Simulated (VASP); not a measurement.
# Lattice of WC (Qusongite), functional by functional

Which functional gives which lattice for WC (Qusongite)? The starting structure is a measured crystal structure from the Crystallography Open Database. The first relaxation on each setting starts from this cell expanded by 3 % in volume.

Calculated with VASP 6.6.1; Kohn-Sham DFT with plane waves and PAW; PBEsol, LDA, PBE, PBEsol + D3(BJ), r2SCAN, r2SCAN + rVV10, rev-vdW-DF2 and SCAN.

### Step 1. Starting point

The structure is hexagonal, space group P-6m2 (No. 187). Conventional cell: a = 2.907 Å, b = 2.907 Å, c = 2.837 Å, α = 90.00°, β = 90.00°, γ = 120.00°. Nearest to W lie 6 C at 2.20 Å. Nearest to C lie 6 W at 2.20 Å. Farther neighbours are not listed.

### Step 2. Relaxation with PBEsol

PBEsol restores the gradient expansion of exchange and is tuned for the cells of solids. This run starts from the cell of an earlier relaxation, which isn't shown; the restart sets up the plane waves anew.

Contents of INCAR:

```
SYSTEM = WC
PREC = Accurate
ENCUT = 520
EDIFF = 1E-06
NELM = 100
ISMEAR = 0
SIGMA = 0.05
LREAL = .FALSE.
ALGO = Normal
GGA = PS
NBANDS = 11
LASPH = .TRUE.
LORBIT = 11
LWAVE = .FALSE.
LCHARG = .FALSE.
KPAR = 8
IBRION = 2
NSW = 50
ISIF = 3
EDIFFG = -0.006
```

Contents of POSCAR:

```
WC
1.0
    2.8971547468      0.0000000000      0.0000000000
   -1.4485773734      2.5090096094      0.0000000000
    0.0000000000      0.0000000000      2.8269834105
W C
1 1
Direct
    0.0000000000      0.0000000000      0.0000000000
    0.6666666667      0.3333333333      0.5000000000
```

Contents of KPOINTS:

```
Automatic mesh
0
Gamma
15 15 12
0 0 0
```

PAW data sets: W and C (PBE family, release 64).

Command:

```
$ mpirun -np 8 vasp_std
```

The program printed:

```text
[banner, memory and clock lines left out]
running    8 mpi-ranks, on    1 nodes
 distrk:  each k-point on    1 cores,    8 groups
 distr:  one band on    1 cores,    1 groups

 POSCAR found type information on POSCAR W C
 POSCAR found :  2 types and       2 ions
|                                                                             |
|           W    W    AA    RRRRR   N    N  II  N    N   GGGG   !!!           |
|           W    W   A  A   R    R  NN   N  II  NN   N  G    G  !!!           |
|           W    W  A    A  R    R  N N  N  II  N N  N  G       !!!           |
|           W WW W  AAAAAA  RRRRR   N  N N  II  N  N N  G  GGG   !            |
|           WW  WW  A    A  R   R   N   NN  II  N   NN  G    G                |
|           W    W  A    A  R    R  N    N  II  N    N   GGGG   !!!           |
|                                                                             |
|     For optimal performance we recommend to set                             |
|       NCORE = 2 up to number-of-cores-per-socket                            |
|     NCORE specifies how many cores store one orbital (NPAR=cpu/NCORE).      |
|     This setting can greatly improve the performance of VASP for DFT.       |
|     The default, NCORE=1 might be grossly inefficient on modern             |
|     multi-core architectures or massively parallel machines. Do your        |
|     Unfortunately you need to use the default for GW and RPA                |
|     calculations (for HF NCORE is supported but not extensively tested      |
|     yet).                                                                   |
|                                                                             |

|                                                                             |
|               ----> ADVICE to this user running VASP <----                  |
|                                                                             |
|     You enforced a specific xc type in the INCAR file but a different       |
|     [... a line on the potential file left out ...]
|     I HOPE YOU KNOW WHAT YOU ARE DOING!                                     |
|                                                                             |

 LDA part: xc-table for (Slater+PW92), standard interpolation
 POSCAR, INCAR and KPOINTS ok, starting setup
 FFT: planning ... GRIDC
 FFT: planning ... GRID_SOFT
 FFT: planning ... GRID
 WAVECAR not read
 entering main loop
       N       E                     dE             d eps       ncg     rms          rms(c)
DAV:   1     0.223169288899E+02    0.22317E+02   -0.50436E+03  4158   0.823E+02
DAV:   2    -0.250855398135E+02   -0.47402E+02   -0.45197E+02  4915   0.202E+02
DAV:   3    -0.269444554382E+02   -0.18589E+01   -0.18377E+01  5162   0.332E+01
DAV:   4    -0.269561739195E+02   -0.11718E-01   -0.11715E-01  4590   0.304E+00
DAV:   5    -0.269562207777E+02   -0.46858E-04   -0.46856E-04  5057   0.192E-01    0.352E+01
DAV:   6    -0.241065350326E+02    0.28497E+01   -0.12568E+01  4978   0.217E+01    0.118E+01
DAV:   7    -0.240288490095E+02    0.77686E-01   -0.60635E-01  4263   0.619E+00    0.849E+00
DAV:   8    -0.239881836785E+02    0.40665E-01   -0.10433E-01  4571   0.238E+00    0.204E+00
DAV:   9    -0.239825289248E+02    0.56548E-02   -0.14876E-02  4491   0.779E-01    0.136E-01
DAV:  10    -0.239824611539E+02    0.67771E-04   -0.89091E-04  4827   0.259E-01    0.198E-01
DAV:  11    -0.239824458763E+02    0.15278E-04   -0.80443E-05  4898   0.634E-02    0.764E-03
DAV:  12    -0.239824434938E+02    0.23825E-05   -0.35763E-06  3532   0.128E-02    0.132E-02
DAV:  13    -0.239824435654E+02   -0.71584E-07   -0.35124E-07  2211   0.630E-03
   1 F= -.23982444E+02 E0= -.23982251E+02  d E =-.239824E+02
 curvature:   0.00 expect dE= 0.000E+00 dE for cont linesearch  0.000E+00
 trial: gam= 0.00000 g(F)=  0.206E-49 g(S)=  0.169E-07 ort = 0.000E+00 (trialstep = 0.100E+01)
 search vector abs. value=  0.170E-07
 reached required accuracy - stopping structural energy minimisation
```

It took 6.2 s on 8 MPI ranks of Intel Xeon Platinum 8259CL at 2.50GHz (Skylake/Cascade Lake), shared host; peak memory 1.4 GiB.

Lines that name or quote the potential files are left out of all logs, and their timing lines are given in words.

OUTCAR, selected parts (step 2):

```text
ion  position               nearest neighbor table
   1  0.000  0.000  0.000-   2 2.19   2 2.19   2 2.19   2 2.19   2 2.19   2 2.19
   2  0.667  0.333  0.500-   1 2.19   1 2.19   1 2.19   1 2.19   1 2.19   1 2.19

  LATTYP: Found a hexagonal cell.
 ALAT       =     2.8971547468
 C/A-ratio  =     0.9757792240

 Subroutine GETGRP returns: Found 12 space group operations
 (whereof 12 operations were pure point group operations)

The static configuration has the point symmetry D_3h.

 Found    189 irreducible k-points:

   k-points           NKPTS =    189   k-points in BZ     NKDIM =    189   number of bands    NBANDS=     11

   dimension x,y,z NGX =    24 NGY =   24 NGZ =   24
   dimension x,y,z NGXF=    48 NGYF=   48 NGZF=   48

   ENCUT  =  520.0 eV  38.22 Ry    6.18 a.u.   5.39  5.39  5.26*2*pi/ulx,y,z

   NELECT =      10.0000    total number of electrons

 k-points in reciprocal lattice and weights: Automatic mesh
   0.00000000  0.00000000  0.00000000       0.000
   0.06666667 -0.00000000  0.00000000       0.002
   0.13333333  0.00000000  0.00000000       0.002
   0.20000000  0.00000000  0.00000000       0.002
   0.26666667  0.00000000  0.00000000       0.002
   0.33333333 -0.00000000  0.00000000       0.002
   0.40000000  0.00000000  0.00000000       0.002
   0.46666667 -0.00000000  0.00000000       0.002
   0.06666667  0.06666667  0.00000000       0.002
[...]
0.33333333  0.26666667  0.50000000       0.004
   0.33333333  0.33333333  0.50000000       0.001

 average (electrostatic) potential at core
       1 -36.9161       2 -46.1842

 E-fermi :   8.2603

 k-point     1 :       0.0000    0.0000    0.0000
  band No.  band energies     occupation
      1      -6.2116      2.00000
      2       3.8970      2.00000
      3       4.9133      2.00000
      4       4.9133      2.00000
      5       8.4503      0.00000
      6      11.5220      0.00000
      7      11.5220      0.00000
      8      14.0258      0.00000
      9      14.0258      0.00000
    ...

 k-point     2 :       0.0667   -0.0000    0.0000
  band No.  band energies     occupation
      1      -6.0978      2.00000
      2       3.9364      2.00000
      3       4.7480      2.00000
      4       5.0254      2.00000
      5       8.0757      2.00000
      6      11.4789      0.00000
      7      11.9355      0.00000
      8      13.7798      0.00000
      9      13.9410      0.00000
     10      15.2674      0.00000
    ...

 k-point     3 :       0.1333    0.0000    0.0000
  band No.  band energies     occupation
      1      -5.7675      2.00000
      2       3.8030      2.00000
      3       4.5798      2.00000
      4       5.3495      2.00000
      5       7.3100      2.00000
      6      11.3595      0.00000
      7      12.7968      0.00000
      8      13.1713      0.00000
      9      13.7190      0.00000
     10      16.1653      0.00000
    ...

  Total        0.0005239      0.0005239      0.0003879      0.0000000     -0.0000000     -0.0000000
  in kB        0.0408453      0.0408453      0.0302454      0.0000000     -0.0000000     -0.0000000
  external PRESSURE =       0.0373120 kB  Pullay stress =       0.0000000 kB

  energy-cutoff  :      520.00
  volume of cell :       20.55
      direct lattice vectors                 reciprocal lattice vectors
     2.897154747  0.000000000  0.000000000     0.345166236  0.199281819  0.000000000
    -1.448577373  2.509009609  0.000000000     0.000000000  0.398563639  0.000000000
     0.000000000  0.000000000  2.826983411     0.000000000  0.000000000  0.353733947

 POSITION                                       TOTAL-FORCE (eV/Angst)
 -----------------------------------------------------------------------------------
      0.00000      0.00000      0.00000         0.000000     -0.000000      0.000000
      1.44858      0.83634      1.41349        -0.000000      0.000000      0.000000
 -----------------------------------------------------------------------------------
    total drift:                               -0.000000      0.000000      0.000000

  FREE ENERGIE OF THE ION-ELECTRON SYSTEM (eV)
  ---------------------------------------------------
  free  energy   TOTEN  =       -23.9824435654 eV

  energy  without entropy=      -23.9820586593  energy(sigma->0) =      -23.98225111

 reached required accuracy - stopping structural energy minimisation

 total charge
# of ion       s       p       d       tot
------------------------------------------
    1        0.629   0.894   4.416   5.939
    2        0.850   1.566   0.000   2.416
--------------------------------------------------
tot          1.479   2.460   4.416   8.355

[... 3 further parts left out ...]
```

CONTCAR:

```
WC
   1.00000000000000
     2.8971547468000001    0.0000000000000000    0.0000000000000000
    -1.4485773734000000    2.5090096094000001    0.0000000000000000
     0.0000000000000000    0.0000000000000000    2.8269834105000000
  W               C
     1     1
Direct
     0.0000000000000000    0.0000000000000000    0.0000000000000000
     0.6666666667000030    0.3333333332999970    0.5000000000000000
```

The PAW data sets were made with PBE, which is usual practice but a small mismatch for other functionals. The data set W keeps the semicore shell frozen, which is cheaper and a little less accurate. The run keeps the 12 symmetry operations of its start, so it cannot find a distortion of lower symmetry.

With PBEsol the relaxed cell holds 10.275 Å³ an atom, -0.98 % against the measured cell, with a = 2.897 Å and c = 2.827 Å. Pressures at 0.985 and 1.015 times this volume, from two more relaxations that aren't shown, give a bulk modulus of 422.5 GPa.

### Step 3. Relaxation with LDA

LDA, the lowest rung, knows the local density alone. This run starts from the cell of an earlier relaxation, which isn't shown; the restart sets up the plane waves anew.

INCAR: that of step 2 with these lines changed.

```diff
@@ -9,3 +9,3 @@
 ALGO = Normal
-GGA = PS
+GGA = CA
 NBANDS = 11
```

Contents of POSCAR:

```
WC
1.0
    2.8851341068      0.0000000000      0.0000000000
   -1.4425670534      2.4985994298      0.0000000000
    0.0000000000      0.0000000000      2.8144306873
W C
1 1
Direct
    0.0000000000      0.0000000000      0.0000000000
    0.6666666667      0.3333333333      0.5000000000
```

KPOINTS is that of step 2.

PAW data sets: W and C (LDA family, release 64).

Command:

```
$ mpirun -np 8 vasp_std
```

The program printed:

```text
[banner, memory and clock lines left out]
running    8 mpi-ranks, on    1 nodes
[...]
[... a notice as in an earlier step ...]

 LDA part: xc-table for (Slater(with rela. corr.)+CA(PZ))
 , standard interpolation
 POSCAR, INCAR and KPOINTS ok, starting setup
[...]
entering main loop
       N       E                     dE             d eps       ncg     rms          rms(c)
DAV:   1     0.186381036457E+02    0.18638E+02   -0.50346E+03  4158   0.820E+02
DAV:   2    -0.263628209761E+02   -0.45001E+02   -0.43018E+02  4929   0.190E+02
DAV:   3    -0.279729677090E+02   -0.16101E+01   -0.15968E+01  5170   0.309E+01
DAV:   4    -0.279804754130E+02   -0.75077E-02   -0.75065E-02  4532   0.245E+00
[...]
DAV:  10    -0.248105463618E+02    0.74896E-04   -0.69868E-04  4701   0.237E-01    0.147E-01
DAV:  11    -0.248105371845E+02    0.91773E-05   -0.45996E-05  4841   0.466E-02    0.909E-03
DAV:  12    -0.248105364120E+02    0.77249E-06   -0.26391E-06  2891   0.112E-02
   1 F= -.24810536E+02 E0= -.24810370E+02  d E =-.248105E+02
[...]
reached required accuracy - stopping structural energy minimisation
```

The job ended after 4.8 s (8 MPI ranks; peak memory 1.3 GiB).

From OUTCAR (step 3):

```text
  Total        0.0008824      0.0008824      0.0011035      0.0000000      0.0000000      0.0000000
  in kB        0.0696850      0.0696850      0.0871439      0.0000000      0.0000000      0.0000000
  external PRESSURE =       0.0755046 kB  Pullay stress =       0.0000000 kB

 POSITION                                       TOTAL-FORCE (eV/Angst)
 -----------------------------------------------------------------------------------
      0.00000      0.00000      0.00000         0.000000      0.000000      0.000000
      1.44257      0.83287      1.40722         0.000000     -0.000000      0.000000
 -----------------------------------------------------------------------------------
    total drift:                               -0.000000      0.000000      0.000000

  FREE ENERGIE OF THE ION-ELECTRON SYSTEM (eV)
  ---------------------------------------------------
  free  energy   TOTEN  =       -24.8105364120 eV

  energy  without entropy=      -24.8102028497  energy(sigma->0) =      -24.81036963

[... 2 parts as in an earlier step ...]

[... 2 further parts left out ...]
[key lines of the parts left out:]
E-fermi :   8.5295
```

With LDA the relaxed cell holds 10.144 Å³ an atom, -2.23 % against the measured cell, with a = 2.885 Å and c = 2.814 Å. That is -1.27 % from PBEsol. Pressures at 0.985 and 1.015 times this volume, from two more relaxations that aren't shown, give a bulk modulus of 435.9 GPa.

### Step 4. Relaxation with PBE

PBE, the usual starting point, adds the gradient of the density. This run starts from the cell of an earlier relaxation, which isn't shown; the restart sets up the plane waves anew.

INCAR: that of step 3 with these lines changed.

```diff
@@ -9,3 +9,3 @@
 ALGO = Normal
-GGA = CA
+GGA = PE
 NBANDS = 11
```

Contents of POSCAR:

```
WC
1.0
    2.9189425367      0.0000000000      0.0000000000
   -1.4594712683      2.5278783889      0.0000000000
    0.0000000000      0.0000000000      2.8441155147
W C
1 1
Direct
    0.0000000000      0.0000000000      0.0000000000
    0.6666666667      0.3333333333      0.5000000000
```

KPOINTS is that of step 3.

The projector-augmented-wave data sets are W and C (PBE family, release 64).

Command:

```
$ mpirun -np 8 vasp_std
```

The program printed:

```text
[banner, memory and clock lines left out]
running    8 mpi-ranks, on    1 nodes
[...]
[... a notice as in an earlier step ...]

 LDA part: xc-table for (Slater+PW92), standard interpolation
 POSCAR, INCAR and KPOINTS ok, starting setup
[...]
entering main loop
       N       E                     dE             d eps       ncg     rms          rms(c)
DAV:   1     0.231014842106E+02    0.23101E+02   -0.50730E+03  4158   0.823E+02
DAV:   2    -0.238147862326E+02   -0.46916E+02   -0.44635E+02  4833   0.199E+02
DAV:   3    -0.256890130619E+02   -0.18742E+01   -0.18565E+01  5173   0.334E+01
DAV:   4    -0.257008036072E+02   -0.11791E-01   -0.11788E-01  4538   0.311E+00
[...]
DAV:  11    -0.225222405566E+02    0.12120E-04   -0.64094E-05  4883   0.571E-02    0.175E-02
DAV:  12    -0.225222380649E+02    0.24917E-05   -0.24331E-06  3531   0.116E-02    0.150E-02
DAV:  13    -0.225222381984E+02   -0.13347E-06   -0.42310E-07  2262   0.604E-03
   1 F= -.22522238E+02 E0= -.22522015E+02  d E =-.225222E+02
[...]
reached required accuracy - stopping structural energy minimisation
```

Elapsed: 6.2 s, on 8 MPI ranks; peak memory 1.4 GiB; 41 s of CPU time.

Parts of OUTCAR (step 4):

```text
  Total       -0.0029733     -0.0029733      0.0027702     -0.0000000     -0.0000000      0.0000000
  in kB       -0.2269947     -0.2269947      0.2114914     -0.0000000     -0.0000000      0.0000000
  external PRESSURE =      -0.0808326 kB  Pullay stress =       0.0000000 kB

 POSITION                                       TOTAL-FORCE (eV/Angst)
 -----------------------------------------------------------------------------------
      0.00000      0.00000      0.00000        -0.000000      0.000000      0.000000
      1.45947      0.84263      1.42206         0.000000      0.000000      0.000000
 -----------------------------------------------------------------------------------
    total drift:                               -0.000000      0.000000      0.000000

  FREE ENERGIE OF THE ION-ELECTRON SYSTEM (eV)
  ---------------------------------------------------
  free  energy   TOTEN  =       -22.5222381984 eV

  energy  without entropy=      -22.5217922882  energy(sigma->0) =      -22.52201524

[... 2 parts as in an earlier step ...]

[... 2 further parts left out ...]
[key lines of the parts left out:]
E-fermi :   8.1556
```

With PBE the relaxed cell holds 10.493 Å³ an atom, +1.13 % against the measured cell, with a = 2.919 Å and c = 2.844 Å. That is +2.12 % from PBEsol. Pressures at 0.985 and 1.015 times this volume, from two more relaxations that aren't shown, give a bulk modulus of 396.7 GPa.

### Step 5. Relaxation with PBEsol + D3(BJ)

D3 with Becke-Johnson damping keeps a finite attraction at short range. This run starts from the cell of an earlier relaxation, which isn't shown; the restart sets up the plane waves anew.

INCAR: that of step 4 with these lines changed.

```diff
@@ -9,3 +9,4 @@
 ALGO = Normal
-GGA = PE
+GGA = PS
+IVDW = 12
 NBANDS = 11
```

Contents of POSCAR:

```
WC
1.0
    2.8796034255      0.0000000000      0.0000000000
   -1.4398017128      2.4938097192      0.0000000000
    0.0000000000      0.0000000000      2.8136777102
W C
1 1
Direct
    0.0000000000      0.0000000000      0.0000000000
    0.6666666667      0.3333333333      0.5000000000
```

KPOINTS is that of step 4.

Command:

```
$ mpirun -np 8 vasp_std
```

The program printed:

```text
[banner, memory and clock lines left out]
running    8 mpi-ranks, on    1 nodes
[...]
[... a notice as in an earlier step ...]

 [... a notice as in an earlier step ...]

 LDA part: xc-table for (Slater+PW92), standard interpolation
 POSCAR, INCAR and KPOINTS ok, starting setup
[...]
entering main loop
       N       E                     dE             d eps       ncg     rms          rms(c)
DAV:   1     0.220535666229E+02    0.22054E+02   -0.50599E+03  4158   0.824E+02
DAV:   2    -0.251394661830E+02   -0.47193E+02   -0.45073E+02  4818   0.201E+02
DAV:   3    -0.269309013987E+02   -0.17914E+01   -0.17738E+01  5179   0.330E+01
DAV:   4    -0.269414382586E+02   -0.10537E-01   -0.10533E-01  4572   0.299E+00
[...]
DAV:  11    -0.239744683526E+02    0.13259E-04   -0.81213E-05  4957   0.639E-02    0.707E-03
DAV:  12    -0.239744660246E+02    0.23280E-05   -0.37964E-06  3632   0.133E-02    0.108E-02
DAV:  13    -0.239744660878E+02   -0.63179E-07   -0.28288E-07  2241   0.577E-03
   1 F= -.24897306E+02 E0= -.24897132E+02  d E =-.248973E+02
[...]
reached required accuracy - stopping structural energy minimisation
```

Run time: 6.6 s. Hardware: 8 MPI ranks; peak memory 1.5 GiB; 43 s of CPU time.

OUTCAR, selected parts (step 5):

```text
 Edisp (eV)   -0.92284

  Total      -0.00129    -0.00129     0.00451     0.00000     0.00000     0.00000
  in kB      -0.10221    -0.10221     0.35779     0.00000     0.00000     0.00000
  external pressure =        0.05 kB  Pullay stress =        0.00 kB

 POSITION                                       TOTAL-FORCE (eV/Angst)
 -----------------------------------------------------------------------------------
      0.00000      0.00000      0.00000        -0.000000     -0.000000      0.000000
      1.43980      0.83127      1.40684         0.000000      0.000000      0.000000
 -----------------------------------------------------------------------------------
    total drift:                               -0.000000      0.000000      0.000000

  FREE ENERGIE OF THE ION-ELECTRON SYSTEM (eV)
  ---------------------------------------------------
  free  energy   TOTEN  =       -24.8973055512 eV

  energy  without entropy=      -24.8969574669  energy(sigma->0) =      -24.89713151

[... 2 parts as in an earlier step ...]

[... 2 further parts left out ...]
[key lines of the parts left out:]
E-fermi :   8.4598
```

With PBEsol + D3(BJ) the relaxed cell holds 10.103 Å³ an atom, -2.64 % against the measured cell, with a = 2.880 Å and c = 2.814 Å. That is -1.67 % from PBEsol. Pressures at 0.985 and 1.015 times this volume, from two more relaxations that aren't shown, give a bulk modulus of 440.4 GPa.

(Part 1 of 2 ends here.)

[Lines on the potential files, build, host, timing and source positions are cut from VASP's logs without a mark.]

[Logs are printed without paths, hosts, clocks, repeated set-up lines and the standing remarks that a program may print on its own settings, such as how far it seeks lower states.]

[Hosts, paths, dates, database ids (printed as entryN), source tags and the programs' standing remarks are cut or masked in the printed files.]
